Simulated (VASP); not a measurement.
# Cs2NaNbI6 (Fm-3m) in VASP: single point with r2SCAN+U

Aim: the single point of Cs2NaNbI6 with r2SCAN+U.

Everything below comes from runs of VASP 6.6.1. Logs are shortened: lines on timing, memory, paths and dates and some standing lists are left out, and cuts for length are marked.

### Step 1. Starting point

Symmetry: Fm-3m, No. 225, cubic system. Conventional cell: a = 11.298 Å, b = 11.298 Å, c = 11.298 Å, α = 90.00°, β = 90.00°, γ = 90.00°. Cs (site symmetry -43m) has 12 I at 4.00 Å as nearest neighbours. Na (site symmetry m-3m) is surrounded by 6 I at 3.04 Å. Around Nb (site symmetry m-3m) lie 6 I at 2.61 Å. Around I (site symmetry 4mm) lie 1 Nb at 2.61 Å.

The cell was built by a generator and needn't be a form met in nature.

### Step 2. Single point, r2SCAN+U

Input file POSCAR:

```
Cs2NaNbI6
1.0
    0.0000000000      5.6488723600      5.6488723600
    5.6488723600      0.0000000000      5.6488723600
    5.6488723600      5.6488723600      0.0000000000
Cs Na Nb I
2 1 1 6
Direct
    0.2500000000      0.2500000000      0.2500000000
    0.7500000000      0.7500000000      0.7500000000
    0.5000000000      0.5000000000      0.5000000000
    0.0000000000      0.0000000000      0.0000000000
    0.2313500000      0.7686500000      0.7686500000
    0.7686500000      0.2313500000      0.7686500000
    0.7686500000      0.2313500000      0.2313500000
    0.2313500000      0.7686500000      0.2313500000
    0.7686500000      0.7686500000      0.2313500000
    0.2313500000      0.2313500000      0.7686500000
```

Input file INCAR.step1:

```
SYSTEM = Cs2NaNbI6
PREC = Accurate
ENCUT = 520
ISMEAR = 0
SIGMA = 0.025
LREAL = .FALSE.
LASPH = .TRUE.
NELM = 150
LMAXMIX = 4
LDAU = .TRUE.
LDAUTYPE = 2
LDAUL = -1 -1 2 -1
LDAUU = 0 0 3.2 0
LDAUJ = 0 0 0 0
NBANDS = 51
GGA = PE
ALGO = Normal
EDIFF = 1E-4
LWAVE = .TRUE.
LCHARG = .FALSE.
```

Input file INCAR.step2:

```
SYSTEM = Cs2NaNbI6
PREC = Accurate
ENCUT = 520
EDIFF = 1E-6
ISMEAR = 0
SIGMA = 0.025
LREAL = .FALSE.
LASPH = .TRUE.
NELM = 150
ALGO = Normal
ISIF = 2
LWAVE = .FALSE.
LCHARG = .FALSE.
LMAXMIX = 4
LDAU = .TRUE.
LDAUTYPE = 2
LDAUL = -1 -1 2 -1
LDAUU = 0 0 3.2 0
LDAUJ = 0 0 0 0
LDAUPRINT = 1
METAGGA = R2SCAN
LMIXTAU = .TRUE.
NBANDS = 51
ISTART = 1
```

Input file KPOINTS:

```
regular mesh
0
G
  3 3 3
  0 0 0
```

Potentials or basis: VASP PAW PBE potentials, release 64 (Cs_sv, Na_pv, Nb_sv, I).

Run with:

```bash
$ cat potpaw_PBE.64/Cs_sv/POTCAR potpaw_PBE.64/Na_pv/POTCAR potpaw_PBE.64/Nb_sv/POTCAR potpaw_PBE.64/I/POTCAR > POTCAR
$ cp INCAR.step1 INCAR
$ mpirun -np 1 vasp_std > vasp.out
$ cp INCAR.step2 INCAR
$ mpirun -np 1 vasp_std > vasp.out
```

OUTCAR:

```text
SYSTEM = Cs2NaNbI6
   PREC = Accurate
   ENCUT = 520
   EDIFF = 1E-6
   ISMEAR = 0
   LREAL = .FALSE.
   LASPH = .TRUE.
   NELM = 150
   ISIF = 2
   METAGGA = R2SCAN
   ISTART = 1

 ion  position               nearest neighbor table
   1  0.250  0.250  0.250-
   2  0.750  0.750  0.750-
   3  0.500  0.500  0.500-   5 3.04   6 3.04   7 3.04   8 3.04   9 3.04  10 3.04
   4  0.000  0.000  0.000-   5 2.61   6 2.61   7 2.61   8 2.61   9 2.61  10 2.61
   5  0.231  0.769  0.769-   4 2.61   3 3.04
   6  0.769  0.231  0.769-   4 2.61   3 3.04
   7  0.769  0.231  0.231-   4 2.61   3 3.04
   8  0.231  0.769  0.231-   4 2.61   3 3.04
   9  0.769  0.769  0.231-   4 2.61   3 3.04
  10  0.231  0.231  0.769-   4 2.61   3 3.04

  LATTYP: Found a face centered cubic cell.
 ALAT       =    11.2977447200

  Lattice vectors:

 A1 = (   0.0000000000,   5.6488723600,   5.6488723600)
 A2 = (   5.6488723600,   0.0000000000,   5.6488723600)
 A3 = (   5.6488723600,   5.6488723600,   0.0000000000)

Analysis of symmetry for initial positions (statically):
=====================================================================
 Subroutine PRICEL returns:
 Original cell was already a primitive cell.

 Routine SETGRP: Setting up the symmetry group for a
 face centered cubic supercell.

 Subroutine GETGRP returns: Found 48 space group operations
 (whereof 48 operations were pure point group operations)
 out of a pool of 48 trial point group operations.

The static configuration has the point symmetry O_h .

Analysis of symmetry for dynamics (positions and initial velocities):
=====================================================================
 Subroutine PRICEL returns:
 Original cell was already a primitive cell.

 Routine SETGRP: Setting up the symmetry group for a
 face centered cubic supercell.

 Subroutine GETGRP returns: Found 48 space group operations
 (whereof 48 operations were pure point group operations)
 out of a pool of 48 trial point group operations.

The dynamic configuration has the point symmetry O_h .

 Subroutine INISYM returns: Found 48 space group operations
 (whereof 48 operations are pure point group operations),
 and found     1 'primitive' translations

----------------------------------------------------------------------------------------

                                     Primitive cell

  volume of cell :     360.5083

  direct lattice vectors                    reciprocal lattice vectors
     0.000000000  5.648872360  5.648872360    -0.088513241  0.088513241  0.088513241
     5.648872360  0.000000000  5.648872360     0.088513241 -0.088513241  0.088513241
     5.648872360  5.648872360  0.000000000     0.088513241  0.088513241 -0.088513241

  length of vectors
     7.988711904  7.988711904  7.988711904     0.153309430  0.153309430  0.153309430

  position of ions in fractional coordinates (direct lattice)
     0.250000000  0.250000000  0.250000000
     0.750000000  0.750000000  0.750000000
     0.500000000  0.500000000  0.500000000
     0.000000000  0.000000000  0.000000000
     0.231350000  0.768650000  0.768650000
     0.768650000  0.231350000  0.768650000
     0.768650000  0.231350000  0.231350000
     0.231350000  0.768650000  0.231350000
     0.768650000  0.768650000  0.231350000
     0.231350000  0.231350000  0.768650000

  ion indices of the primitive-cell ions
   primitive index   ion index
                 1           1
                 2           2
                 3           3
[... 51 lines left out ...]
   ICHARG =      0    charge: 1-file 2-atom 10-const
   ISPIN  =      1    spin polarized calculation?
   LNONCOLLINEAR =      F non collinear calculations
   LSORBIT =      F    spin-orbit coupling
   LASPH  =      T    aspherical Exc in radial PAW
   ENCUT  =  520.0 eV  38.22 Ry    6.18 a.u.  14.85 14.85 14.85*2*pi/ulx,y,z
   NELM   =    150;   NELMIN=  2; NELMDL=  0     # of ELM steps
   EDIFF  = 0.1E-05   stopping-criterion for ELM
   LREAL  =      F    real-space projection
   EDIFFG = 0.1E-04   stopping-criterion for IOM
   NSW    =      0    number of steps for IOM
   IBRION =     -1    ionic relax: 0-MD 1-quasi-New 2-CG
   NFREE  =      0    steps in history (QN), initial steepest desc. (CG)
   ISIF   =      2    stress and relaxation
   ISYM   =      2    0-nonsym 1-usesym 2-fastsym
   POTIM  = 0.5000    time-step for ionic-motion
   TEBEG  =    0.0;   TEEND  =   0.0 temperature during run
   PSTRESS=    0.0 pullay stress
   NELECT =      80.0000    total number of electrons
   NUPDOWN=      -1.0000    fix difference up-down
   EMIN   =  10.00;   EMAX   =-10.00  energy-range for DOS
   EFERMI =   0.00;   METHOD = LEGACY
   ISMEAR =     0;   SIGMA  =   0.03  broadening in eV -4-tet -1-fermi 0-gaus
   EFERMI_NEDOS =   21; number of points for ismear=-14 and -15
   IALGO  =     38    algorithm
   IMIX   =      4    mixing-type and parameters
     AMIX     =   0.40;   BMIX     =  1.00
     AMIX_MAG =   1.60;   BMIX_MAG =  1.00
  volume/ion in A,a.u.               =      36.05       243.28
  Fermi-wavevector in a.u.,A,eV,Ry     =   0.991136  1.872975 13.365680  0.982350
  Thomas-Fermi vector in A             =   2.122855
   LORBIT       =      0    0 simple, 1 ext, 2 COOP (PROOUT), +10 PAW based schemes
 LDA+U is selected, type is set to LDAUTYPE =  2
   angular momentum for each species LDAUL =    -1   -1    2   -1
   U (eV)           for each species LDAUU =   0.0  0.0  3.2  0.0
   J (eV)           for each species LDAUJ =   0.0  0.0  0.0  0.0
   METAGGA = R2SCAN    functional components
   LHFCALC =     F    Hartree Fock is set to
   AEXX    =    0.0000 exact exchange contribution
   IVDW    =     0    specifies the selected vdW correction
   LEPSILON=     F    determine dielectric tensor
   LRPA    =     F    only Hartree local field effects (RPA)
 non-spin polarized calculation
 Gauss-broadening in eV      SIGMA  =   0.03
  energy-cutoff  :      520.00
  volume of cell :      360.51
 maximum number of plane-waves:      9735
   NGX = 29   NGY = 29   NGZ = 29

atom =   4  type =  3  l = 2

 onsite density matrix

spin component  1

  0.2525 -0.0000 -0.0000  0.0000  0.0000
 -0.0000  0.2525 -0.0000  0.0000  0.0000
 -0.0000 -0.0000  0.2129  0.0000  0.0000
  0.0000  0.0000  0.0000  0.2525  0.0000
  0.0000  0.0000  0.0000  0.0000  0.2129

spin component  2

  0.2525 -0.0000 -0.0000  0.0000  0.0000
 -0.0000  0.2525 -0.0000  0.0000  0.0000
 -0.0000 -0.0000  0.2129  0.0000  0.0000
  0.0000  0.0000  0.0000  0.2525  0.0000
  0.0000  0.0000  0.0000  0.0000  0.2129

 occupancies and eigenvectors

  o =  0.2129  v =  0.0000  0.0000 -0.1356 -0.0000  0.9908  0.0000  0.0000  0.0000  0.0000  0.0000      0.0000  0.0000  0.0000  0.0000  0.0000  0.0000  0.0000  0.0000  0.0000  0.0000
  o =  0.2129  v =  0.0000  0.0000  0.0000  0.0000  0.0000  0.0000  0.0000 -0.1356 -0.0000  0.9908      0.0000  0.0000  0.0000  0.0000  0.0000  0.0000  0.0000  0.0000  0.0000  0.0000
  o =  0.2129  v =  0.0000 -0.0000  0.9908  0.0000  0.1356  0.0000  0.0000  0.0000  0.0000  0.0000      0.0000  0.0000  0.0000  0.0000  0.0000  0.0000  0.0000  0.0000  0.0000  0.0000
  o =  0.2129  v =  0.0000  0.0000  0.0000  0.0000  0.0000  0.0000 -0.0000  0.9908  0.0000  0.1356      0.0000  0.0000  0.0000  0.0000  0.0000  0.0000  0.0000  0.0000  0.0000  0.0000
  o =  0.2525  v =  0.0000  0.0000  0.0000  0.0000  0.0000  0.0000  0.6883  0.0000  0.7254 -0.0000      0.0000  0.0000  0.0000  0.0000  0.0000  0.0000  0.0000  0.0000  0.0000  0.0000
  o =  0.2525  v =  0.0000  0.6883  0.0000  0.7254 -0.0000  0.0000  0.0000  0.0000  0.0000  0.0000      0.0000  0.0000  0.0000  0.0000  0.0000  0.0000  0.0000  0.0000  0.0000  0.0000
  o =  0.2525  v =  1.0000  0.0000  0.0000  0.0000  0.0000  0.0000  0.0000  0.0000  0.0000  0.0000      0.0000  0.0000  0.0000  0.0000  0.0000  0.0000  0.0000  0.0000  0.0000  0.0000
  o =  0.2525  v =  0.0000  0.0000  0.0000  0.0000  0.0000  1.0000  0.0000  0.0000  0.0000  0.0000      0.0000  0.0000  0.0000  0.0000  0.0000  0.0000  0.0000  0.0000  0.0000  0.0000
  o =  0.2525  v =  0.0000  0.0000  0.0000  0.0000  0.0000  0.0000  0.7254  0.0000 -0.6883 -0.0000      0.0000  0.0000  0.0000  0.0000  0.0000  0.0000  0.0000  0.0000  0.0000  0.0000
  o =  0.2525  v =  0.0000  0.7254  0.0000 -0.6883 -0.0000  0.0000  0.0000  0.0000  0.0000  0.0000      0.0000  0.0000  0.0000  0.0000  0.0000  0.0000  0.0000  0.0000  0.0000  0.0000

 number of electron      79.9999997 magnetization

 Free energy of the ion-electron system (eV)
  ---------------------------------------------------
  ext. energy  EPLUGINS =         0.00000000
  ---------------------------------------------------
  free energy    TOTEN  =      -232.68145525 eV

  energy without entropy =     -232.67748113  energy(sigma->0) =     -232.67946819

 E-fermi :   4.9072     XC(G=0):  -8.9198

 val. band max:        4.8900156896   @ k =  -0.3333   0.3333   0.0000
 cond. band min:       4.9804985625   @ k =   0.3333   0.0000   0.0000
 fundamental gap:      0.0904828729
 Fermi energy:         4.9072106865

 k-point     1 :       0.0000    0.0000    0.0000
  band No.  band energies     occupation
      1     -53.3854      2.00000
      2     -28.8620      2.00000
      3     -28.8620      2.00000
      4     -28.8620      2.00000
      5     -21.3361      2.00000
      6     -21.3357      2.00000
[... 205 lines left out ...]
     50       9.4752      0.00000
     51       9.5211      0.00000

------------------------ aborting loop because EDIFF is reached ----------------------------------------

  FORCE on cell =-STRESS in cart. coord.  units (eV):
  Direction    XX          YY          ZZ          XY          YZ          ZX
  --------------------------------------------------------------------------------------
  -------------------------------------------------------------------------------------
  Total       17.0654708     17.0654708     17.0654708     -0.0000000      0.0000000      0.0000000
  in kB       75.8426632     75.8426632     75.8426632     -0.0000000      0.0000000      0.0000000
  external PRESSURE =      75.8426632 kB  Pullay stress =       0.0000000 kB

 VOLUME and BASIS-vectors are now :
 -----------------------------------------------------------------------------
  energy-cutoff  :      520.00
  volume of cell :      360.51
      direct lattice vectors                 reciprocal lattice vectors
     0.000000000  5.648872360  5.648872360    -0.088513241  0.088513241  0.088513241
     5.648872360  0.000000000  5.648872360     0.088513241 -0.088513241  0.088513241
     5.648872360  5.648872360  0.000000000     0.088513241  0.088513241 -0.088513241

 POSITION                                       TOTAL-FORCE (eV/Angst)
 -----------------------------------------------------------------------------------
      2.82444      2.82444      2.82444        -0.000000      0.000000      0.000000
      8.47331      8.47331      8.47331         0.000000      0.000000     -0.000000
      5.64887      5.64887      5.64887        -0.000000      0.000000      0.000000
      0.00000      0.00000      0.00000        -0.000000      0.000000      0.000000
      8.68401      5.64887      5.64887        -2.632952      0.000000      0.000000
      5.64887      8.68401      5.64887        -0.000000     -2.632952      0.000000
      2.61373      5.64887      5.64887         2.632952      0.000000      0.000000
      5.64887      2.61373      5.64887        -0.000000      2.632952      0.000000
      5.64887      5.64887      8.68401        -0.000000      0.000000     -2.632952
      5.64887      5.64887      2.61373        -0.000000      0.000000      2.632952
 -----------------------------------------------------------------------------------
    total drift:                                0.000000     -0.000000     -0.000000

  FREE ENERGIE OF THE ION-ELECTRON SYSTEM (eV)
  ---------------------------------------------------
  free  energy   TOTEN  =      -232.6814552523 eV

  energy  without entropy=     -232.6774811271  energy(sigma->0) =     -232.67946819
```

Run time: 4.5 min. Hardware: 1 thread of Intel Xeon Platinum 8488C (Sapphire Rapids), shared host; peak memory 0.58 GiB.

What came out:

- Free energy: -232.6815 eV
- Pressure: 7.6 GPa
- Largest force: 2.633 eV/Å
- Band gap on the k mesh: none (metal or under the smearing width)

Forces on the atoms (eV/Å):
```
Cs   0.000  0.000  0.000
Cs   0.000  0.000  0.000
Na   0.000  0.000  0.000
Nb   0.000  0.000  0.000
I   -2.633  0.000  0.000
I    0.000 -2.633  0.000
I    2.633  0.000  0.000
I    0.000  2.633  0.000
I    0.000  0.000 -2.633
I    0.000  0.000  2.633
```

Eigenvalues of the final occupation matrices:
```tsv
site	spin	trace	eigenvalues
site 4 d	1	1.18	0.21 0.21 0.25 0.25 0.25
site 4 d	2	1.18	0.21 0.21 0.25 0.25 0.25
```

Caveat: the PAW data sets were made with another functional, which shifts forces and pressure a little; U without spin polarisation on a metal has little footing. Spin-orbit coupling is left out, which matters for the levels of Cs, I.
